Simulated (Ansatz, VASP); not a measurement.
# One calculation of SrAl5, two programs

The input INCAR:

```
SYSTEM = SrAl5
  ALGO = Normal
  EDIFF = 1E-6
  EDIFFG = -0.04
  ENCUT = 600
  GGA = PE
  IBRION = 2
  ISIF = 3
  ISMEAR = 0
  LASPH = .TRUE.
  LCHARG = .FALSE.
  LREAL = .FALSE.
  LWAVE = .FALSE.
  NELM = 100
  NSW = 90
  PREC = Accurate
  SIGMA = 0.1
```

Contents of KPOINTS:

```
k-points
0
G
  4 4 4
  0 0 0
```

The input POSCAR:

```
SrAl5
1.0
    0.0000000000      3.9167385900      3.9167385900
    3.9167385900      0.0000000000      3.9167385900
    3.9167385900      3.9167385900      0.0000000000
Sr Al
1 5
Direct
    0.5000000000      0.5000000000      0.5000000000
    0.1544964500      0.1544964500      0.1544964500
    0.1544964500      0.1544964500      0.5365106400
    0.1544964500      0.5365106400      0.1544964500
    0.5365106400      0.1544964500      0.1544964500
    0.7500000000      0.7500000000      0.7500000000
```

Input for Ansatz:

```yaml
crystal:
  lattice:
    - [0.0, 3.91673859, 3.91673859]
    - [3.91673859, 0.0, 3.91673859]
    - [3.91673859, 3.91673859, 0.0]
  atoms:
    - { symbol: Sr, position: [0.5, 0.5, 0.5] }
    - { symbol: Al, position: [0.15449645, 0.15449645, 0.15449645] }
    - { symbol: Al, position: [0.15449645, 0.15449645, 0.53651064] }
    - { symbol: Al, position: [0.15449645, 0.53651064, 0.15449645] }
    - { symbol: Al, position: [0.53651064, 0.15449645, 0.15449645] }
    - { symbol: Al, position: [0.75, 0.75, 0.75] }
basis:
  ecutwfc: 420
kpoints:
  mp_grid: { grid: [4, 4, 4] }
hamiltonian:
  xc: pbe
scf:
  occupations: { method: gaussian, width: 0.1 }
  lower_state_search: "off"
output:
  forces: true
  stress: true
  eigenvalues: true
relax:
  adjacent_minimum: "off"
  f_tol: 0.04
  max_steps: 70
  cell: { stress_tol: 0.4 }
```

Alike in both runs: task relaxation of cell and atoms; functional PBE; k mesh 4 × 4 × 4; occupations gaussian, width 0.1 eV; no spin polarisation.

|  | VASP | Ansatz |
| --- | --- | --- |
| version | VASP 6.6.1 | Ansatz 0.2.0 |
| potentials or method | VASP PAW PBE potentials, release 64 (Sr_sv, Al) | scalar-relativistic, plane waves, PAW |
| plane-wave cutoff (eV) | 600 | 420 |
| valence electrons in the cell | 25 | 25 |

|  | VASP | Ansatz | Ansatz less VASP |
| --- | --- | --- | --- |
| gap on the k mesh at the Fermi level, each at its own relaxed structure (eV) | none | none | - |
| relaxed volume (Å³/atom) | 21.16 | 21.13 | -0.028 |
| relaxed cell length with the largest relative difference (Å) | 5.641 | 5.639 | -0.0025 |
| energy change over the relaxation (meV/atom) | -1216 | -1214 | +2.0 |

A gap of «none» marks a metal or a gap that the smearing closes.
